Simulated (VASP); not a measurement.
Consider the following.

```yaml
crystal:
  lattice:
    - [11.06711, 0.00000, 0.00000]
    - [0.00000, 11.06711, 0.00000]
    - [0.00000, 0.00000, 11.06711]
  atoms:
    - { symbol: Ga, position: [0.50115, 0.00217, 0.00209] }
    - { symbol: Ga, position: [0.74983, 0.25014, 0.00168] }
    - { symbol: Ga, position: [0.74976, 0.00145, 0.24977] }
    - { symbol: Ga, position: [0.99968, 0.00027, 0.00012] }
    - { symbol: Ga, position: [0.25175, 0.25116, 0.00146] }
    - { symbol: Ga, position: [0.50012, 0.50009, 0.00159] }
    - { symbol: Ga, position: [0.74881, 0.74817, 0.00149] }
    - { symbol: Ga, position: [0.25170, 0.00195, 0.25102] }
    - { symbol: Ga, position: [0.51308, 0.26387, 0.26330] }
    - { symbol: Ga, position: [0.73674, 0.48707, 0.26351] }
    - { symbol: Ga, position: [0.50014, 0.00176, 0.49976] }
    - { symbol: Ga, position: [0.73665, 0.26331, 0.48645] }
    - { symbol: Ga, position: [0.74899, 0.00201, 0.74821] }
    - { symbol: Ga, position: [0.99777, 0.49888, 0.00203] }
    - { symbol: Ga, position: [0.25047, 0.74959, 0.00039] }
    - { symbol: Ga, position: [0.99858, 0.25004, 0.24978] }
    - { symbol: Ga, position: [0.25108, 0.50007, 0.25009] }
    - { symbol: Ga, position: [0.50000, 0.74872, 0.25014] }
    - { symbol: Ga, position: [0.99785, 0.00202, 0.49881] }
    - { symbol: Ga, position: [0.25116, 0.24998, 0.49994] }
    - { symbol: Ga, position: [0.51321, 0.48670, 0.48670] }
    - { symbol: Ga, position: [0.74978, 0.74881, 0.50004] }
    - { symbol: Ga, position: [0.25049, 0.00031, 0.74943] }
    - { symbol: Ga, position: [0.50017, 0.25015, 0.74859] }
    - { symbol: Ga, position: [0.74978, 0.49970, 0.74850] }
    - { symbol: Ga, position: [0.99808, 0.74856, 0.25102] }
    - { symbol: Ga, position: [0.99833, 0.49984, 0.49992] }
    - { symbol: Ga, position: [0.25176, 0.74819, 0.49885] }
    - { symbol: Ga, position: [0.99805, 0.25096, 0.74820] }
    - { symbol: Ga, position: [0.25175, 0.49884, 0.74826] }
    - { symbol: Ga, position: [0.50113, 0.74841, 0.74816] }
    - { symbol: Ga, position: [0.99959, 0.74948, 0.74951] }
    - { symbol: P, position: [0.62381, 0.12962, 0.12952] }
    - { symbol: P, position: [0.87051, 0.37608, 0.12949] }
    - { symbol: P, position: [0.87061, 0.12930, 0.37563] }
    - { symbol: P, position: [0.12544, 0.12554, 0.12522] }
    - { symbol: P, position: [0.37910, 0.37430, 0.12922] }
    - { symbol: P, position: [0.62592, 0.62082, 0.12933] }
    - { symbol: P, position: [0.87432, 0.87467, 0.12524] }
    - { symbol: P, position: [0.37921, 0.12952, 0.37400] }
    - { symbol: P, position: [0.87071, 0.62098, 0.37424] }
    - { symbol: P, position: [0.62598, 0.12941, 0.62061] }
    - { symbol: P, position: [0.87057, 0.37397, 0.62062] }
    - { symbol: P, position: [0.87440, 0.12560, 0.87475] }
    - { symbol: P, position: [0.12437, 0.62458, 0.12555] }
    - { symbol: P, position: [0.37556, 0.87551, 0.12568] }
    - { symbol: P, position: [0.12483, 0.37489, 0.37492] }
    - { symbol: P, position: [0.37923, 0.62072, 0.37592] }
    - { symbol: P, position: [0.62498, 0.87512, 0.37493] }
    - { symbol: P, position: [0.12444, 0.12552, 0.62443] }
    - { symbol: P, position: [0.37921, 0.37582, 0.62072] }
    - { symbol: P, position: [0.62397, 0.62074, 0.62070] }
    - { symbol: P, position: [0.87433, 0.87553, 0.62447] }
    - { symbol: P, position: [0.37563, 0.12561, 0.87533] }
    - { symbol: P, position: [0.62497, 0.37497, 0.87508] }
    - { symbol: P, position: [0.87428, 0.62430, 0.87525] }
    - { symbol: P, position: [0.12490, 0.87522, 0.37500] }
    - { symbol: P, position: [0.12545, 0.62436, 0.62440] }
    - { symbol: P, position: [0.37562, 0.87462, 0.62422] }
    - { symbol: P, position: [0.12470, 0.37499, 0.87499] }
    - { symbol: P, position: [0.37561, 0.62449, 0.87445] }
    - { symbol: P, position: [0.62503, 0.87534, 0.87501] }
    - { symbol: P, position: [0.12507, 0.87489, 0.87486] }
    - { symbol: O, position: [0.62516, 0.37522, 0.37483] }
```
Cell charge -1.

Level of theory: HSE06 screened hybrid, VASP's PBE PAW potentials (set 64) (plane waves; VASP). Numerical set-up: PREC = Normal, LREAL = Auto, ISYM = 0, NELECT = 258.0, EDIFF = 1E-5, 400 eV cut-off, 1×1×1 Γ-centred mesh, Gaussian smearing of 0.050 eV, potentials Ga P O.

The cell is charged, with a uniform compensating background. The supercell is sampled at Γ alone, which is coarse: total energies, pressure and levels can be off, energies of defects by several tenths of an eV.

Question: Estimate the energy per atom (σ→0).

Answer: 
The energy per atom (σ→0) comes out as -512.2 kJ/mol of atoms.

Total energies compare only between runs with the same potentials, cut-off and functional.

The cell is a supercell with a defect, built from GaP (zinc blende): O_P, charge -1. The cell's shape comes from a PBE relaxation. The run is not spin-polarised, so no state with unpaired spins was tried.
